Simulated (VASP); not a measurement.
# YZr (P-6m2) in VASP: single point with LDA

Aim: the single point of YZr with LDA.

Everything below comes from runs of VASP 6.6.1. Logs are shortened: lines on timing, memory, paths and dates and some standing lists are left out, and cuts for length are marked.

## Step 1: The crystal as given

Symmetry: P-6m2, No. 187, hexagonal system. The conventional cell has a = 3.424 Å, b = 3.424 Å, c = 5.403 Å, α = 90.00°, β = 90.00°, γ = 120.00°. Y (site symmetry -6m2) has 6 Zr at 3.35 Å and 6 Y at 3.42 Å as nearest neighbours. Around Zr (site symmetry -6m2) lie 6 Y at 3.35 Å and 6 Zr at 3.42 Å.

The cell comes from a database or a generator and needn't be the stable form of this composition.

## Step 2: Single point, LDA

Input file INCAR:

```
PREC = Accurate
ENCUT = 520
EDIFF = 1E-7
ISMEAR = 0
SIGMA = 0.15
LREAL = F
LASPH = T
NELM = 100
ALGO = Fast
ISIF = 2
LWAVE = F
LCHARG = F
GGA = CA
NBANDS = 18
```

Input file KPOINTS:

```
regular mesh
0
Gamma
  18 18 10
```

Input file POSCAR:

```
YZr
1.0
    3.4235833799      0.0000000000      0.0000000000
   -1.7117916900      2.9649101790      0.0000000000
    0.0000000000      0.0000000000      5.4025870000
Y Zr
1 1
Direct
    0.6666666667      0.3333333333      0.5000000000
    0.3333333333      0.6666666667      0.0000000000
```

Potentials or basis: VASP PAW LDA potentials, release 64 (Y_sv, Zr_sv).

The run is started by

```console
$ cat potpaw_LDA.64/Y_sv/POTCAR potpaw_LDA.64/Zr_sv/POTCAR > POTCAR
$ mpirun -np 1 vasp_std > vasp.out
```

OUTCAR:

```text
PREC = Accurate
   ENCUT = 520
   EDIFF = 1E-7
   ISMEAR = 0
   LREAL = F
   LASPH = T
   NELM = 100
   ISIF = 2
   GGA = CA

 ion  position               nearest neighbor table
   1  0.667  0.333  0.500-   2 3.35   2 3.35   2 3.35   2 3.35   2 3.35   2 3.35
   2  0.333  0.667  0.000-   1 3.35   1 3.35   1 3.35   1 3.35   1 3.35   1 3.35

  LATTYP: Found a hexagonal cell.
 ALAT       =     3.4235833799
 C/A-ratio  =     1.5780503643

  Lattice vectors:

 A1 = (   3.4235833799,   0.0000000000,   0.0000000000)
 A2 = (  -1.7117916900,   2.9649101790,   0.0000000000)
 A3 = (   0.0000000000,   0.0000000000,   5.4025870000)

Analysis of symmetry for initial positions (statically):
=====================================================================
 Subroutine PRICEL returns:
 Original cell was already a primitive cell.

 Routine SETGRP: Setting up the symmetry group for a
 hexagonal supercell.

 Subroutine GETGRP returns: Found 12 space group operations
 (whereof 12 operations were pure point group operations)
 out of a pool of 24 trial point group operations.

The static configuration has the point symmetry D_3h.

Analysis of symmetry for dynamics (positions and initial velocities):
=====================================================================
 Subroutine PRICEL returns:
 Original cell was already a primitive cell.

 Routine SETGRP: Setting up the symmetry group for a
 hexagonal supercell.

 Subroutine GETGRP returns: Found 12 space group operations
 (whereof 12 operations were pure point group operations)
 out of a pool of 24 trial point group operations.

The dynamic configuration has the point symmetry D_3h.

 Subroutine INISYM returns: Found 12 space group operations
 (whereof 12 operations are pure point group operations),
 and found     1 'primitive' translations

----------------------------------------------------------------------------------------

                                     Primitive cell

  volume of cell :      54.8396

  direct lattice vectors                    reciprocal lattice vectors
     3.423583380  0.000000000  0.000000000     0.292091615  0.168639173  0.000000000
    -1.711791690  2.964910179  0.000000000     0.000000000  0.337278346  0.000000000
     0.000000000  0.000000000  5.402587000     0.000000000  0.000000000  0.185096510

  length of vectors
     3.423583380  3.423583380  5.402587000     0.337278346  0.337278346  0.185096510

  position of ions in fractional coordinates (direct lattice)
     0.666666667  0.333333333  0.500000000
     0.333333333  0.666666667  0.000000000

  ion indices of the primitive-cell ions
   primitive index   ion index
                 1           1
                 2           2

----------------------------------------------------------------------------------------

 KPOINTS: regular mesh

Automatic generation of k-mesh.
 Grid dimensions read from file:
 generate k-points for:   18   18   10

 Generating k-lattice:

  Cartesian coordinates                     Fractional coordinates (reciprocal lattice)
     0.016227312  0.009368843  0.000000000     0.055555556  0.000000000  0.000000000
     0.000000000  0.018737686  0.000000000     0.000000000  0.055555556  0.000000000
     0.000000000  0.000000000  0.018509651     0.000000000  0.000000000  0.100000000

  Length of vectors
     0.018737686  0.018737686  0.018509651

  Shift w.r.t. Gamma in fractional coordinates (k-lattice)
     0.000000000  0.000000000  0.000000000

 Subroutine IBZKPT returns following result:
 ===========================================

 Found    222 irreducible k-points:

 Following reciprocal coordinates:
            Coordinates               Weight
  0.000000  0.000000  0.000000      1.000000
  0.055556 -0.000000  0.000000      6.000000
  0.111111 -0.000000  0.000000      6.000000
  0.166667  0.000000  0.000000      6.000000
  0.222222  0.000000  0.000000      6.000000
  0.277778  0.000000  0.000000      6.000000
[... 16 lines left out ...]
  0.333333  0.111111  0.000000     12.000000
  0.388889  0.111111  0.000000     12.000000
 [... further k-points ...]
   k-points           NKPTS =    222   k-points in BZ     NKDIM =    222   number of bands    NBANDS=     18
   number of dos      NEDOS =    301   number of ions     NIONS =      2
   total plane-waves  NPLWV =  31360
   dimension x,y,z NGX =    28 NGY =   28 NGZ =   40
   dimension x,y,z NGXF=    56 NGYF=   56 NGZF=   80
   ions per type =               1   1
   NGX,Y,Z   is equivalent  to a cutoff of  13.60, 13.60, 12.31 a.u.
   NGXF,Y,Z  is equivalent  to a cutoff of  27.19, 27.19, 24.62 a.u.
 SYSTEM =  unknown system
   PREC   = accura    normal or accurate (medium, high low for compatibility)
   ISTART =      0    job   : 0-new  1-cont  2-samecut
   ICHARG =      2    charge: 1-file 2-atom 10-const
   ISPIN  =      1    spin polarized calculation?
   LNONCOLLINEAR =      F non collinear calculations
   LSORBIT =      F    spin-orbit coupling
   LASPH  =      T    aspherical Exc in radial PAW
   ENCUT  =  520.0 eV  38.22 Ry    6.18 a.u.   6.37  6.37 10.05*2*pi/ulx,y,z
   NELM   =    100;   NELMIN=  2; NELMDL= -5     # of ELM steps
   EDIFF  = 0.1E-06   stopping-criterion for ELM
   LREAL  =      F    real-space projection
   EDIFFG = 0.1E-05   stopping-criterion for IOM
   NSW    =      0    number of steps for IOM
   IBRION =     -1    ionic relax: 0-MD 1-quasi-New 2-CG
   NFREE  =      0    steps in history (QN), initial steepest desc. (CG)
   ISIF   =      2    stress and relaxation
   ISYM   =      2    0-nonsym 1-usesym 2-fastsym
   POTIM  = 0.5000    time-step for ionic-motion
   TEBEG  =    0.0;   TEEND  =   0.0 temperature during run
   PSTRESS=    0.0 pullay stress
   NELECT =      23.0000    total number of electrons
   NUPDOWN=      -1.0000    fix difference up-down
   EMIN   =  10.00;   EMAX   =-10.00  energy-range for DOS
   EFERMI =   0.00;   METHOD = LEGACY
   ISMEAR =     0;   SIGMA  =   0.15  broadening in eV -4-tet -1-fermi 0-gaus
   EFERMI_NEDOS =   21; number of points for ismear=-14 and -15
   IALGO  =     68    algorithm
   IMIX   =      4    mixing-type and parameters
     AMIX     =   0.40;   BMIX     =  1.00
     AMIX_MAG =   1.60;   BMIX_MAG =  1.00
  volume/ion in A,a.u.               =      27.42       185.04
  Fermi-wavevector in a.u.,A,eV,Ry     =   1.225423  2.315714 20.431346  1.501662
  Thomas-Fermi vector in A             =   2.360461
   LORBIT       =      0    0 simple, 1 ext, 2 COOP (PROOUT), +10 PAW based schemes
   GGA     = CA    functional components
   LHFCALC =     F    Hartree Fock is set to
   AEXX    =    0.0000 exact exchange contribution
   IVDW    =     0    specifies the selected vdW correction
   LEPSILON=     F    determine dielectric tensor
   LRPA    =     F    only Hartree local field effects (RPA)
 non-spin polarized calculation
 RMM-DIIS sequential band-by-band and
 Gauss-broadening in eV      SIGMA  =   0.15
  energy-cutoff  :      520.00
  volume of cell :       54.84
 maximum number of plane-waves:      1498
 NGX is ok and might be reduce to    28
   NGX = 13   NGY = 13   NGZ = 21

 number of electron      22.9999999 magnetization

 Free energy of the ion-electron system (eV)
  ---------------------------------------------------
  ext. energy  EPLUGINS =         0.00000000
  ---------------------------------------------------
  free energy    TOTEN  =       -15.95590912 eV

  energy without entropy =      -15.91885308  energy(sigma->0) =      -15.93738110

 E-fermi :   5.3194     XC(G=0): -10.4682

 val. band max:        5.3142355704   @ k =   0.4444   0.1111   0.4000
 cond. band min:       5.3258760415   @ k =   0.1111   0.0556   0.5000
 fundamental gap:      0.0116404711
 Fermi energy:         5.3194230413

 k-point     1 :       0.0000    0.0000    0.0000
  band No.  band energies     occupation
      1     -43.3011      2.00000
      2     -36.6503      2.00000
      3     -21.5412      2.00000
      4     -21.2196      2.00000
      5     -21.2196      2.00000
      6     -16.7770      2.00000
[... 10 lines left out ...]
     17       7.6835      0.00000
     18       7.6835      0.00000

 k-point     2 :       0.0556   -0.0000    0.0000
  band No.  band energies     occupation
      1     -43.2999      2.00000
      2     -36.6479      2.00000
      3     -21.5388      2.00000
      4     -21.2317      2.00000
      5     -21.2224      2.00000
      6     -16.7750      2.00000
[... 10 lines left out ...]
     17       7.6306      0.00000
     18       7.7556      0.00000

 k-point     3 :       0.1111   -0.0000    0.0000
  band No.  band energies     occupation
      1     -43.2963      2.00000
      2     -36.6411      2.00000
      3     -21.5320      2.00000
      4     -21.2665      2.00000
      5     -21.2307      2.00000
      6     -16.7693      2.00000
[... 10 lines left out ...]
     17       7.5975      0.00000
     18       7.9699      0.00000

 k-point     4 :       0.1667    0.0000    0.0000
  band No.  band energies     occupation
      1     -43.2908      2.00000
      2     -36.6306      2.00000
      3     -21.5215      2.00000
      4     -21.3194      2.00000
      5     -21.2433      2.00000
      6     -16.7605      2.00000
[... 375 lines left out ...]
      4     -21.4785      2.00000
      5     -21.3134      2.00000
      6     -16.9804      2.00000
[... 10 lines left out ...]
     17       8.9980      0.00000
     18      10.3946      0.00000

 k-point    23 :       0.3333    0.1111    0.0000
  band No.  band energies     occupation
      1     -43.2631      2.00000
      2     -36.5773      2.00000
      3     -21.5566      2.00000
      4     -21.4685      2.00000
      5     -21.3291      2.00000
      6     -17.0562      2.00000
[... 10 lines left out ...]
     17       9.5769      0.00000
     18      10.7482      0.00000

 k-point    24 :       0.3889    0.1111    0.0000
  band No.  band energies     occupation
      1     -43.2597      2.00000
      2     -36.5708      2.00000
      3     -21.5850      2.00000
      4     -21.4621      2.00000
      5     -21.3394      2.00000
      6     -17.1051      2.00000
[... 10 lines left out ...]
     17      10.1325      0.00000
     18      10.7466      0.00000

 [... further k-points ...]

------------------------ aborting loop because EDIFF is reached ----------------------------------------

  FORCE on cell =-STRESS in cart. coord.  units (eV):
  Direction    XX          YY          ZZ          XY          YZ          ZX
  --------------------------------------------------------------------------------------
  -------------------------------------------------------------------------------------
  Total       -1.8189534     -1.8189534     -1.8452894      0.0000000      0.0000000     -0.0000000
  in kB      -53.1420063    -53.1420063    -53.9114301      0.0000000      0.0000000     -0.0000000
  external PRESSURE =     -53.3984809 kB  Pullay stress =       0.0000000 kB

 VOLUME and BASIS-vectors are now :
 -----------------------------------------------------------------------------
  energy-cutoff  :      520.00
  volume of cell :       54.84
      direct lattice vectors                 reciprocal lattice vectors
     3.423583380  0.000000000  0.000000000     0.292091615  0.168639173  0.000000000
    -1.711791690  2.964910179  0.000000000     0.000000000  0.337278346  0.000000000
     0.000000000  0.000000000  5.402587000     0.000000000  0.000000000  0.185096510

 POSITION                                       TOTAL-FORCE (eV/Angst)
 -----------------------------------------------------------------------------------
      1.71179      0.98830      2.70129         0.000000     -0.000000      0.000000
     -0.00000      1.97661      0.00000        -0.000000      0.000000      0.000000
 -----------------------------------------------------------------------------------
    total drift:                                0.000000     -0.000000     -0.000000

  FREE ENERGIE OF THE ION-ELECTRON SYSTEM (eV)
  ---------------------------------------------------
  free  energy   TOTEN  =       -15.9559091179 eV

  energy  without entropy=      -15.9188530752  energy(sigma->0) =      -15.93738110
```

It took 4.4 min on 1 thread of Intel Xeon 6975P-C (Granite Rapids), shared host; peak memory 0.37 GiB.

Results:

| Property | Result |
| --- | --- |
| Free energy | -15.9559 eV |
| Pressure | -5.3 GPa |
| Band gap on the k mesh | none (metal or under the smearing width) |
